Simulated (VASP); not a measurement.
Computed with r2SCAN meta-GGA, VASP's PBE PAW potentials (set 64) (plane waves; VASP 6.6.1).

VASP input:

File POSCAR:
```
TePb2S
1
    4.4610361049     0.0000000000     0.0000000000
    0.0000000000     4.4610361049     0.0000000000
    0.0000000000    -0.0000000000     6.2361539795
Te Pb S
1 2 1
Direct
  0.5000000000   0.5000000000   0.0000000000
  0.0000000000   0.0000000000   0.0000000000
  0.5000000000   0.5000000000   0.5000000000
  0.0000000000   0.0000000000   0.5000000000
```

**INCAR**
```
SYSTEM = TePb2S
PREC = Accurate
ENCUT = 400
EDIFF = 1E-7
NELM = 100
ALGO = Normal
LREAL = .FALSE.
LASPH = .TRUE.
ISMEAR = -5
METAGGA = R2SCAN
LMIXTAU = .TRUE.
LMAXMIX = 4
LWAVE = .FALSE.
LCHARG = .FALSE.
LORBIT = 11
NEDOS = 601
ISIF = 2
LEFG = .TRUE.
```

KPOINTS_OPT:
```
k-points along high-symmetry lines
6
Line-mode
Reciprocal
  0.000000   0.000000   0.000000 ! GAMMA
  0.000000   0.500000   0.000000 ! X

  0.000000   0.500000   0.000000 ! X
  0.500000   0.500000   0.000000 ! M

  0.500000   0.500000   0.000000 ! M
  0.000000   0.000000   0.000000 ! GAMMA

  0.000000   0.000000   0.000000 ! GAMMA
  0.000000   0.000000   0.500000 ! Z

  0.000000   0.000000   0.500000 ! Z
  0.000000   0.500000   0.500000 ! R

  0.000000   0.500000   0.500000 ! R
  0.500000   0.500000   0.500000 ! A

  0.500000   0.500000   0.500000 ! A
  0.000000   0.000000   0.500000 ! Z

  0.000000   0.500000   0.000000 ! X
  0.000000   0.500000   0.500000 ! R

  0.500000   0.500000   0.000000 ! M
  0.500000   0.500000   0.500000 ! A
```

File KPOINTS:
```
Automatic
0
gamma
 6 6 4
```

POTCAR, in this order: Te Pb_d S (PBE.64 set). Program: vasp_std.

The resulting files:

OSZICAR:
```
       N       E                     dE             d eps       ncg     rms          rms(c)
DAV:   1     0.234688065542E+03    0.23469E+03   -0.16484E+04  1440   0.143E+03
DAV:   2    -0.118292418255E+03   -0.35298E+03   -0.34955E+03  1504   0.408E+02
DAV:   3    -0.156082933824E+03   -0.37791E+02   -0.37581E+02  1920   0.151E+02
DAV:   4    -0.157454097019E+03   -0.13712E+01   -0.13696E+01  1632   0.349E+01
DAV:   5    -0.157525790716E+03   -0.71694E-01   -0.71679E-01  2224   0.696E+00    0.553E+00
DAV:   6    -0.151400273195E+03    0.61255E+01   -0.52599E+00  1960   0.332E+01    0.455E+00
DAV:   7    -0.147544167827E+03    0.38561E+01   -0.13202E+00  1456   0.884E+00    0.280E+00
DAV:   8    -0.147729002710E+03   -0.18483E+00   -0.23219E+00  1680   0.703E+00    0.119E+00
DAV:   9    -0.147637005504E+03    0.91997E-01   -0.21592E-01  1512   0.345E+00    0.925E-01
DAV:  10    -0.147624434664E+03    0.12571E-01   -0.10661E-01  1776   0.161E+00    0.363E-01
DAV:  11    -0.147914122745E+03   -0.28969E+00   -0.53758E-01  1480   0.474E+00    0.231E-01
DAV:  12    -0.147921502040E+03   -0.73793E-02   -0.22148E-02  1896   0.103E+00    0.337E-01
DAV:  13    -0.147925314070E+03   -0.38120E-02   -0.52731E-04  1720   0.156E-01    0.305E-01
DAV:  14    -0.147903252411E+03    0.22062E-01   -0.71257E-03  1616   0.511E-01    0.252E-01
DAV:  15    -0.147937677015E+03   -0.34425E-01   -0.36569E-02  1528   0.122E+00    0.377E-01
DAV:  16    -0.147928541286E+03    0.91357E-02   -0.32024E-02  1712   0.129E+00    0.575E-01
DAV:  17    -0.147937969681E+03   -0.94284E-02   -0.53874E-03  1560   0.513E-01    0.402E-01
DAV:  18    -0.147939121265E+03   -0.11516E-02   -0.34140E-03  1760   0.439E-01    0.193E-01
DAV:  19    -0.147940062321E+03   -0.94106E-03   -0.12244E-03  1776   0.268E-01    0.467E-02
DAV:  20    -0.147940283237E+03   -0.22092E-03   -0.12738E-04  1728   0.748E-02    0.354E-02
DAV:  21    -0.147940346023E+03   -0.62786E-04   -0.46714E-05  1728   0.493E-02    0.305E-02
DAV:  22    -0.147940405144E+03   -0.59121E-04   -0.81400E-05  1560   0.657E-02    0.151E-02
DAV:  23    -0.147940405852E+03   -0.70855E-06   -0.81588E-06  1792   0.229E-02    0.528E-03
DAV:  24    -0.147940405274E+03    0.57868E-06   -0.99805E-07  1456   0.777E-03    0.464E-03
DAV:  25    -0.147940406370E+03   -0.10961E-05   -0.58204E-07  1360   0.680E-03    0.542E-03
DAV:  26    -0.147940407148E+03   -0.77849E-06   -0.48315E-07  1384   0.525E-03    0.439E-03
DAV:  27    -0.147940407255E+03   -0.10658E-06   -0.21212E-07  1240   0.343E-03    0.173E-03
DAV:  28    -0.147940407330E+03   -0.74608E-07   -0.39797E-08   896   0.212E-03
   1 F= -.14794041E+03 E0= -.14794041E+03  d E =0.000000E+00
       N       E                     dE             ncg
       N       E                     dE             ncg
```

### OUTCAR
```
------------------------ aborting loop because EDIFF is reached ----------------------------------------
  FORCE on cell =-STRESS in cart. coord.  units (eV):
  Direction    XX          YY          ZZ          XY          YZ          ZX
  --------------------------------------------------------------------------------------
  Total       -0.3677629     -0.3677629      1.0590428      0.0000000     -0.0000000      0.0000000
  in kB       -4.7477757     -4.7477757     13.6721177      0.0000000     -0.0000000      0.0000000
  external PRESSURE =       1.3921888 kB  Pullay stress =       0.0000000 kB
  volume of cell :      124.10
      direct lattice vectors                 reciprocal lattice vectors
     4.461036105  0.000000000  0.000000000     0.224163171  0.000000000  0.000000000
     0.000000000  4.461036105  0.000000000     0.000000000  0.224163171  0.000000000
     0.000000000  0.000000000  6.236153980     0.000000000  0.000000000  0.160355245
 POSITION                                       TOTAL-FORCE (eV/Angst)
 -----------------------------------------------------------------------------------
      2.23052      2.23052      0.00000         0.000000      0.000000      0.000000
      0.00000      0.00000      0.00000         0.000000      0.000000      0.000000
      2.23052      2.23052      3.11808         0.000000      0.000000      0.000000
      0.00000      0.00000      3.11808         0.000000      0.000000      0.000000
 -----------------------------------------------------------------------------------
    total drift:                                0.000000      0.000000      0.000000
  FREE ENERGIE OF THE ION-ELECTRON SYSTEM (eV)
  ---------------------------------------------------
  free  energy   TOTEN  =      -147.9404073295 eV

  energy  without entropy=     -147.9404073295  energy(sigma->0) =     -147.94040733

 total charge

# of ion       s       p       d       tot
------------------------------------------
    1        1.377   2.089   0.024   3.490
    2        1.466   0.549   9.831  11.845
    3        1.478   0.480   9.829  11.787
    4        1.333   2.318   0.000   3.651
--------------------------------------------------
tot          5.655   5.435  19.683  30.773
```
(Selected blocks of OUTCAR.)

### OUTCAR
```
 val. band max:        5.2548963379   @ k =   0.5000   0.0000   0.5000

 cond. band min:       5.5803160135   @ k =   0.5000   0.0000   0.5000


 Fermi energy:         5.2756386298

 k-point     1 :       0.0000    0.0000    0.0000
  band No.  band energies     occupation
      1     -12.3800      2.00000
      2     -12.3074      2.00000
      3     -12.2942      2.00000
      4     -12.2942      2.00000
      5     -12.2765      2.00000
      6     -12.2407      2.00000
      7     -12.2385      2.00000
      8     -12.2363      2.00000
      9     -12.1983      2.00000
     10     -12.1983      2.00000
     11      -7.8979      2.00000
     12      -6.2993      2.00000
     13      -2.4248      2.00000
     14      -0.6544      2.00000
     15       0.3912      2.00000
     16       2.0924      2.00000
     17       2.0924      2.00000
     18       3.3656      2.00000
     19       3.4703      2.00000
     20       3.4703      2.00000
     21       9.0079      0.00000
     22       9.6616      0.00000
     23       9.6616      0.00000
     24       9.7635      0.00000

 k-point     2 :       0.1667    0.0000    0.0000
  band No.  band energies     occupation
      1     -12.3723      2.00000
      2     -12.3030      2.00000
      3     -12.2952      2.00000
      4     -12.2933      2.00000
      5     -12.2796      2.00000
      6     -12.2475      2.00000
      7     -12.2384      2.00000
      8     -12.2297      2.00000
      9     -12.2013      2.00000
     10     -12.1989      2.00000
     11      -7.7552      2.00000
     12      -6.2624      2.00000
     13      -2.7288      2.00000
     14      -1.2238      2.00000
     15       0.5626      2.00000
     16       2.3226      2.00000
     17       2.5126      2.00000
     18       3.1656      2.00000
     19       3.6241      2.00000
     20       3.9056      2.00000
     21       8.4861      0.00000
     22       8.7856      0.00000
     23       9.2856      0.00000
     24       9.5286      0.00000
...
```

Unless said otherwise, spin-orbit coupling is left out, though it shifts the bands of the heavy elements here.

The structure comes from a computed database's TePb2S entry (P4/mmm); how it stands against other phases isn't given here. It was relaxed first.
